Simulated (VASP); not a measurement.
The input files of a VASP run:

KPOINTS:
```
Automatic mesh
0
Gamma
7 7 4
0 0 0
```

**INCAR**
```
ENCUT  =  400   ! plane-wave cut-off (eV)
NSW  =  60
SYSTEM  =  HfS2
LCHARG  =  F
LREAL  =  F   ! projection in real space or not
LMAXMIX  =  6   ! l cut-off of mixed one-centre charges
PREC  =  Accurate
SIGMA  =  0.05
ALGO  =  Normal   ! blocked Davidson
GGA  =  PS   ! PBEsol
IBRION  =  2   ! conjugate gradients
EDIFFG  =  -0.02
LASPH  =  T
ISIF  =  3   ! ions, shape and volume
ISMEAR  =  0   ! Gaussian
EDIFF  =  1E-6   ! SCF stop (eV)
NELM  =  100
LWAVE  =  F
```

POSCAR:
```
HfS2
1
    1.7984689427    -3.1150393747     0.0000000000
    1.7984689427     3.1150393747     0.0000000000
    0.0000000000     0.0000000000     5.8050236928
Hf S
1 2
Direct
  0.0000000000   0.0000000000   0.0000000000
  0.3333330000   0.6666670000   0.2485033315
  0.6666670000   0.3333330000   0.7514966685
```

POTCAR, in this order: Hf_pv S (PBE.64 set). Program: vasp_std.

Write an equivalent input for Ansatz.

One equivalent input (not run):
Ansatz 0.2 input:
```yaml
crystal:
  lattice:
    - [1.7984689, -3.1150394, 0.0000000]
    - [1.7984689, 3.1150394, 0.0000000]
    - [0.0000000, 0.0000000, 5.8050237]
  atoms:
    - { symbol: Hf, position: [0.0000000, 0.0000000, 0.0000000] }
    - { symbol: S, position: [0.3333330, 0.6666670, 0.2485033] }
    - { symbol: S, position: [0.6666670, 0.3333330, 0.7514967] }
kpoints:
  mp_grid: { grid: [7, 7, 4] }
hamiltonian:
  xc: pbesol
  pseudopotentials: { kind: paw }
scf:
  occupations: { method: gaussian, width: 0.05 }
  max_iter: 100
relax:
  max_steps: 60
  f_tol: 0.02
  cell: {}
output: { forces: true, stress: true, eigenvalues: true }
```
What does not carry over: each code has its own PAW files, so the cut-off isn't converted (ENCUT is set for VASP's; basis.ecutwfc is left out, and Ansatz then takes the one that its files recommend); Ansatz stops its SCF on the density residual and VASP on the energy change (EDIFF).

The compound is HfS2 in the 1T layered structure. This run relaxes it. Symmetry was kept, so distortions that lower it aren't found. The start is the result of an earlier pass.
